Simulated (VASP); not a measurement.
Given:

```yaml
crystal:
  lattice:
    - [2.26698, -3.92653, 0.00000]
    - [2.26698, 3.92653, 0.00000]
    - [0.00000, 0.00000, 5.94510]
  atoms:
    - { symbol: Te, position: [0.00000, 0.26712, 0.66667] }
    - { symbol: Te, position: [0.73288, 0.73288, 0.00000] }
    - { symbol: Te, position: [0.26712, 0.00000, 0.33333] }
```

The numbers are results of PBE GGA, VASP's PBE PAW potentials (set 64) (plane waves; VASP), not measurements. Run with 520 eV cut-off, Gaussian smearing of 0.050 eV, potentials Te.

Unless said otherwise, spin-orbit coupling is left out, though it shifts the bands of the heavy elements here.

### Question
Give the energies of bands 4 to 12 at the high-symmetry points, in eV from the valence-band maximum.

### Answer

```
band      Γ      M      K      A      L      H
----  -----  -----  -----  -----  -----  -----
4     -3.00  -4.62  -4.30  -3.78  -5.42  -4.95
5     -2.74  -4.23  -4.30  -2.61  -3.56  -4.78
6     -2.74  -3.44  -2.92  -2.61  -3.53  -4.78
7     -1.62  -3.30  -2.92  -1.27  -2.32  -0.90
8     -1.62  -1.01  -2.80  -1.04  -1.98  -0.02
9     -0.79  -0.80  -2.50  -1.04  -0.16  -0.02
10     0.99   0.87   2.74   0.47   0.82   0.22
11     0.99   0.94   2.74   0.47   1.92   1.37
12     1.53   3.11   3.02   0.51   2.46   1.37
```

The gap is indirect, 0.22 eV, from the valence maximum at L-H at 0.89 to the conduction minimum at H.

The compound is Te in the trig structure. It was relaxed first.
